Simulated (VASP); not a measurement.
Consider the following.

```
CELL_PARAMETERS angstrom
     -2.33500     2.33500     5.86500
      2.33500    -2.33500     5.86500
      2.33500     2.33500    -5.86500
ATOMIC_POSITIONS crystal
  Sr 0.00000 0.00000 0.00000
  Sn 0.38100 0.38100 0.00000
  Sn 0.61900 0.61900 0.00000
  Ag 0.75000 0.25000 0.50000
  Ag 0.25000 0.75000 0.50000
```

Level of theory: PBEsol GGA, VASP's PBE PAW potentials (set 64) (plane waves; VASP). Settings: 300 eV cut-off, 6×6×6 Γ-centred mesh, Gaussian smearing of 0.20 eV, potentials Sr_sv Sn_d Ag.

### Question
Give the energies of bands 22 to 35 at the high-symmetry points, in eV from the Fermi level.

### Answer

```json
[
 {"band": "22", "Γ": "-4.47", "X": "-4.62", "P": "-4.59", "N": "-4.62", "M": "-4.50", "S": "-4.65", "R": "-4.59"},
 {"band": "23", "Γ": "-4.31", "X": "-4.57", "P": "-4.57", "N": "-4.61", "M": "-4.50", "S": "-4.62", "R": "-4.57"},
 {"band": "24", "Γ": "-4.17", "X": "-4.32", "P": "-4.32", "N": "-4.60", "M": "-4.37", "S": "-4.49", "R": "-4.37"},
 {"band": "25", "Γ": "-3.93", "X": "-4.32", "P": "-4.32", "N": "-4.50", "M": "-4.17", "S": "-4.45", "R": "-4.32"},
 {"band": "26", "Γ": "-3.73", "X": "-3.92", "P": "-4.04", "N": "-4.48", "M": "-3.73", "S": "-4.38", "R": "-4.12"},
 {"band": "27", "Γ": "-3.19", "X": "-2.59", "P": "-2.49", "N": "-3.38", "M": "-1.09", "S": "-4.05", "R": "-2.56"},
 {"band": "28", "Γ": "-0.66", "X": "-2.33", "P": "-2.49", "N": "-2.67", "M": "-1.09", "S": "-1.05", "R": "-2.52"},
 {"band": "29", "Γ": "-0.66", "X": "-2.29", "P": "-2.16", "N": "-0.32", "M": "0.26", "S": "-0.67", "R": "-1.90"},
 {"band": "30", "Γ": "0.95", "X": "-1.81", "P": "-1.32", "N": "0.50", "M": "0.70", "S": "-0.45", "R": "-1.59"},
 {"band": "31", "Γ": "0.97", "X": "-0.86", "P": "-1.32", "N": "1.32", "M": "1.54", "S": "2.14", "R": "-0.71"},
 {"band": "32", "Γ": "0.97", "X": "1.80", "P": "1.13", "N": "1.75", "M": "1.91", "S": "2.37", "R": "1.79"},
 {"band": "33", "Γ": "2.26", "X": "2.86", "P": "3.95", "N": "2.74", "M": "2.44", "S": "2.70", "R": "3.08"},
 {"band": "34", "Γ": "2.60", "X": "3.12", "P": "3.99", "N": "3.04", "M": "2.44", "S": "2.95", "R": "3.10"},
 {"band": "35", "Γ": "3.42", "X": "4.50", "P": "3.99", "N": "3.23", "M": "3.74", "S": "3.40", "R": "4.30"}
]
```

It has no gap at this level: it comes out as a metal or semimetal.

The structure comes from a measured Ag2Sn2Sr entry of the Crystallography Open Database, whose conditions weren't checked. The cell was not relaxed at this level. The k-mesh is coarse (spacing up to 0.32 per Å, 2π included), so the numbers may not be converged in it.
